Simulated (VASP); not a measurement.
Given:

```
CELL_PARAMETERS angstrom
      1.54294    -2.67244     0.00000
      1.54294     2.67244     0.00000
      0.00000     0.00000     3.48346
ATOMIC_POSITIONS crystal
  Mg 0.00000 0.00000 0.00000
  B  0.33333 0.66667 0.50000
  B  0.66667 0.33333 0.50000
```

All values below come from vdW-DF-cx, VASP's PBE PAW potentials (set 64) (plane waves; VASP). Settings: 520 eV cut-off, Gaussian smearing of 0.050 eV, potentials Mg B.

Problem. What does the run give for the band gap (along the path) with the smallest direct gap where there is one?

Solution. 
- band gap (along the path): none (metal, semimetal or under 0.01 eV)

Only differences to runs with the same potentials and settings are physical.

The compound is MgB2 in the AlB2 type structure. It was relaxed first.
